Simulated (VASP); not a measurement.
A VASP calculation is set up with these files.

### INCAR
```
SYSTEM = CdTe
PREC = Accurate; ENCUT = 350; LREAL = .FALSE.
LASPH = .TRUE.
EDIFF = 1E-6; NELM = 100; ALGO = Normal
LMAXMIX = 4
ISMEAR = 0; SIGMA = 0.05
GGA = PE; GGA_COMPAT = .FALSE.
MAGMOM = 6*0; LSORBIT = .TRUE.
LWAVE = .TRUE.; LCHARG = .FALSE.
```

File POSCAR:
```
CdTe
4.6723030
  0.0000000000   0.7071067781   0.7071067781
  0.7071067781   0.0000000000   0.7071067781
  0.7071067781   0.7071067781   0.0000000000
Cd Te
1 1
Cartesian
  0.0000000000   0.0000000000   0.0000000000
  0.3535533890   0.3535533890   0.3535533890
```

### KPOINTS
```
Automatic mesh
0
Gamma
6 6 6
0 0 0
```

POTCAR, in this order: Cd Te (PBE.64 set). Program: vasp_ncl.

Task: Write an equivalent input for Quantum ESPRESSO's pw.x.

Result: One equivalent input (not run):
```
&CONTROL
  calculation = 'scf'
  pseudo_dir = './pseudo'
  outdir = './out'
  tprnfor = .true.
  tstress = .true.
/
&SYSTEM
  ibrav = 0
  nat = 2
  ntyp = 2
  ecutwfc = 102
  occupations = 'smearing'
  smearing = 'gaussian'
  degauss = 0.003675
  input_dft = 'pbe'
  noncolin = .true.
  lspinorb = .true.
/
&ELECTRONS
  conv_thr = 7.3e-08
  electron_maxstep = 100
/
ATOMIC_SPECIES
  Cd 112.414 Cd.upf
  Te 127.600 Te.upf
CELL_PARAMETERS angstrom
     0.0000000    3.3038171    3.3038171
     3.3038171    0.0000000    3.3038171
     3.3038171    3.3038171    0.0000000
ATOMIC_POSITIONS crystal
  Cd   0.0000000  0.0000000  0.0000000
  Te   0.2500000  0.2500000  0.2500000
K_POINTS automatic
  6 6 6 0 0 0
```
What does not carry over: the potentials are each code's own (VASP's PAW set, PseudoDojo norm-conserving files, fully relativistic, in pw.x), so ENCUT and ecutwfc are chosen apart and not converted; conv_thr bounds pw.x's estimated SCF error, while EDIFF bounds the energy change between steps.

The compound is CdTe in the zinc blende structure. It was relaxed first, which changed the volume by +6 %.
